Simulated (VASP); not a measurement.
Computed with MS2 meta-GGA, VASP's PBE PAW potentials (set 64) (plane waves; VASP 6.6.1).

Input for VASP

File POSCAR:
```
CuI
1
    0.0000000000     3.0250000000     3.0250000000
    3.0250000000     0.0000000000     3.0250000000
    3.0250000000     3.0250000000     0.0000000000
Cu I
1 1
Direct
  0.0000000000   0.0000000000   0.0000000000
  0.2500000000   0.2500000000   0.2500000000
```

INCAR:
```
SYSTEM = CuI
PREC = Accurate
ENCUT = 520
EDIFF = 1E-6
NELM = 100
ALGO = Normal
LREAL = .FALSE.
LASPH = .TRUE.
ISMEAR = 0
SIGMA = 0.05
METAGGA = MS2
LMIXTAU = .TRUE.
LMAXMIX = 4
LWAVE = .FALSE.
LCHARG = .FALSE.
IBRION = 2
ISIF = 3
NSW = 60
EDIFFG = -0.01
```

**KPOINTS**
```
Automatic
0
Gamma
  7 7 7
```

POTCAR, in this order: Cu I (PBE.64 set). Program: vasp_std.

What VASP printed:

File OUTCAR:
```
 ion  position               nearest neighbor table
   1  0.000  0.000  0.000-   2 2.62   2 2.62   2 2.62   2 2.62
   2  0.250  0.250  0.250-   1 2.62   1 2.62   1 2.62   1 2.62
  LATTYP: Found a face centered cubic cell.
 ALAT       =     6.0500000000
 Subroutine PRICEL returns:
 Original cell was already a primitive cell.
 Subroutine GETGRP returns: Found 24 space group operations
The static configuration has the point symmetry T_d .
The dynamic configuration has the point symmetry T_d .
 Subroutine INISYM returns: Found 24 space group operations
 Subroutine IBZKPT returns following result:
 Found     20 irreducible k-points:

 Following reciprocal coordinates:
            Coordinates               Weight
  0.000000  0.000000  0.000000      1.000000
  0.142857  0.000000  0.000000      8.000000
  0.285714  0.000000  0.000000      8.000000
  0.428571  0.000000  0.000000      8.000000
  0.142857  0.142857  0.000000      6.000000
  0.285714  0.142857  0.000000     24.000000
  0.428571  0.142857  0.000000     24.000000
 -0.428571  0.142857  0.000000     24.000000
 -0.285714  0.142857  0.000000     24.000000
...
```

File OSZICAR:
```
       N       E                     dE             d eps       ncg     rms          rms(c)
DAV:   1     0.102419710810E+03    0.10242E+03   -0.75820E+03   520   0.137E+03
DAV:   2    -0.393016736162E+01   -0.10635E+03   -0.99271E+02   530   0.260E+02
DAV:   3    -0.106108446389E+02   -0.66807E+01   -0.65772E+01   700   0.780E+01
DAV:   4    -0.108045462732E+02   -0.19370E+00   -0.19356E+00   592   0.120E+01
DAV:   5    -0.108115172351E+02   -0.69710E-02   -0.69708E-02   771   0.240E+00    0.978E+00
DAV:   6    -0.389148385034E+01    0.69200E+01   -0.25876E+01   545   0.128E+02    0.701E+00
DAV:   7    -0.256165262813E+01    0.13298E+01   -0.57787E+00   605   0.919E+01    0.233E+00
DAV:   8    -0.258260576727E+01   -0.20953E-01   -0.85281E-01   780   0.250E+01    0.134E+00
DAV:   9    -0.257036959606E+01    0.12236E-01   -0.80500E-02   785   0.654E+00    0.505E-01
DAV:  10    -0.257146909827E+01   -0.10995E-02   -0.11782E-02   719   0.247E+00    0.266E-01
DAV:  11    -0.255719227521E+01    0.14277E-01   -0.12170E-02   530   0.119E+00    0.130E-01
DAV:  12    -0.256934445314E+01   -0.12152E-01   -0.89329E-03   621   0.137E+00    0.787E-02
DAV:  13    -0.256945699844E+01   -0.11255E-03   -0.60385E-04   776   0.396E-01    0.598E-02
DAV:  14    -0.256926143038E+01    0.19557E-03   -0.11756E-04   705   0.159E-01    0.267E-02
DAV:  15    -0.256954365935E+01   -0.28223E-03   -0.26582E-04   645   0.458E-01    0.300E-02
DAV:  16    -0.256947548804E+01    0.68171E-04   -0.41994E-05   744   0.138E-01    0.211E-02
DAV:  17    -0.256947486799E+01    0.62005E-06   -0.80790E-07   390   0.123E-02
   1 F= -.25694749E+01 E0= -.25694749E+01  d E =-.256947E+01
       N       E                     dE             d eps       ncg     rms          rms(c)
DAV:   1    -0.340403382418E+01   -0.83456E+00   -0.13216E+01   520   0.911E+01    0.801E+00
DAV:   2    -0.314386465255E+01    0.26017E+00   -0.11558E+01   520   0.992E+01    0.388E+00
DAV:   3    -0.259915720266E+01    0.54471E+00   -0.23282E+00   545   0.645E+01    0.961E-01
DAV:   4    -0.259385021252E+01    0.53070E-02   -0.28084E-01   759   0.877E+00    0.920E-01
DAV:   5    -0.258207808571E+01    0.11772E-01   -0.63559E-02   775   0.791E+00    0.495E-01
DAV:   6    -0.258358426888E+01   -0.15062E-02   -0.52721E-03   715   0.102E+00    0.323E-01
DAV:   7    -0.258288853301E+01    0.69574E-03   -0.32166E-03   665   0.162E+00    0.348E-02
DAV:   8    -0.258330178738E+01   -0.41325E-03   -0.95034E-04   520   0.393E-01    0.530E-02
DAV:   9    -0.258331852048E+01   -0.16733E-04   -0.16866E-04   665   0.309E-01    0.394E-02
DAV:  10    -0.258329768757E+01    0.20833E-04   -0.78605E-05   610   0.253E-01    0.978E-03
DAV:  11    -0.258330170240E+01   -0.40148E-05   -0.10683E-05   575   0.708E-02    0.473E-03
DAV:  12    -0.258330424612E+01   -0.25437E-05   -0.74668E-07   315   0.243E-02    0.463E-03
DAV:  13    -0.258330970432E+01   -0.54582E-05   -0.38582E-07   280   0.153E-02    0.819E-04
DAV:  14    -0.258331016965E+01   -0.46533E-06   -0.24548E-07   270   0.596E-03
   2 F= -.25833102E+01 E0= -.25833102E+01  d E =-.138353E-01
       N       E                     dE             d eps       ncg     rms          rms(c)
DAV:   1    -0.260808251205E+01   -0.24773E-01   -0.44577E-01   520   0.175E+01    0.125E+00
DAV:   2    -0.259485107417E+01    0.13231E-01   -0.23978E-01   525   0.171E+01    0.487E-01
DAV:   3    -0.258539378237E+01    0.94573E-02   -0.47926E-02   520   0.754E+00    0.228E-01
DAV:   4    -0.258432266907E+01    0.10711E-02   -0.30687E-03   709   0.856E-01    0.100E-01
DAV:   5    -0.258412572154E+01    0.19695E-03   -0.25540E-04   695   0.238E-01    0.494E-02
DAV:   6    -0.258399180480E+01    0.13392E-03   -0.33692E-04   706   0.367E-01    0.242E-02
DAV:   7    -0.258401619371E+01   -0.24389E-04   -0.87445E-05   590   0.223E-01    0.975E-03
DAV:   8    -0.258401448538E+01    0.17083E-05   -0.24653E-06   476   0.195E-02    0.902E-03
DAV:   9    -0.258401439562E+01    0.89758E-07   -0.59325E-07   260   0.200E-02
   3 F= -.25840144E+01 E0= -.25840144E+01  d E =-.145395E-01
       N       E                     dE             d eps       ncg     rms          rms(c)
DAV:   1    -0.258713079675E+01   -0.31163E-02   -0.52332E-02   520   0.591E+00    0.442E-01
DAV:   2    -0.258469691193E+01    0.24339E-02   -0.30887E-02   520   0.582E+00    0.181E-01
DAV:   3    -0.258393470372E+01    0.76221E-03   -0.62784E-03   520   0.283E+00    0.767E-02
DAV:   4    -0.258387145409E+01    0.63250E-04   -0.37719E-04   546   0.219E-01    0.368E-02
DAV:   5    -0.258390853207E+01   -0.37078E-04   -0.39237E-05   785   0.134E-01    0.178E-02
DAV:   6    -0.258394437481E+01   -0.35843E-04   -0.28836E-05   678   0.956E-02    0.794E-03
DAV:   7    -0.258394961178E+01   -0.52370E-05   -0.78101E-06   615   0.759E-02    0.283E-03
DAV:   8    -0.258394879303E+01    0.81875E-06   -0.64762E-07   290   0.126E-02
   4 F= -.25839488E+01 E0= -.25839488E+01  d E =-.144739E-01
```

### OUTCAR
```
------------------------ aborting loop because EDIFF is reached ----------------------------------------
  FORCE on cell =-STRESS in cart. coord.  units (eV):
  Direction    XX          YY          ZZ          XY          YZ          ZX
  --------------------------------------------------------------------------------------
  Total       -0.0090485     -0.0090485     -0.0090485      0.0000000      0.0000000     -0.0000000
  in kB       -0.2747881     -0.2747881     -0.2747881      0.0000000      0.0000000     -0.0000000
  external PRESSURE =      -0.2747881 kB  Pullay stress =       0.0000000 kB
  volume of cell :       52.76
      direct lattice vectors                 reciprocal lattice vectors
    -0.000000000  2.976818450  2.976818450    -0.167964560  0.167964560  0.167964560
     2.976818450 -0.000000000  2.976818450     0.167964560 -0.167964560  0.167964560
     2.976818450  2.976818450  0.000000000     0.167964560  0.167964560 -0.167964560
  FREE ENERGIE OF THE ION-ELECTRON SYSTEM (eV)
  ---------------------------------------------------
  free  energy   TOTEN  =        -2.5839487930 eV

  energy  without entropy=       -2.5839487930  energy(sigma->0) =       -2.58394879

 reached required accuracy - stopping structural energy minimisation
```
(Selected blocks of OUTCAR.)

### CONTCAR
```
CuI
   1.00000000000000
    -0.0000000000000000    2.9768184502444037    2.9768184502444037
     2.9768184502444037   -0.0000000000000000    2.9768184502444037
     2.9768184502444037    2.9768184502444037    0.0000000000000000
  Cu              I
     1     1
Direct
     1.0000000000000000    0.0000000000000000    0.0000000000000000
     0.2500000000000000    0.2500000000000000    0.2500000000000000
```

Energy and stress use the plane-wave basis of the starting cell.

The compound is CuI in the zinc blende structure. This run relaxes it. Symmetry was kept, so distortions that lower it aren't found.
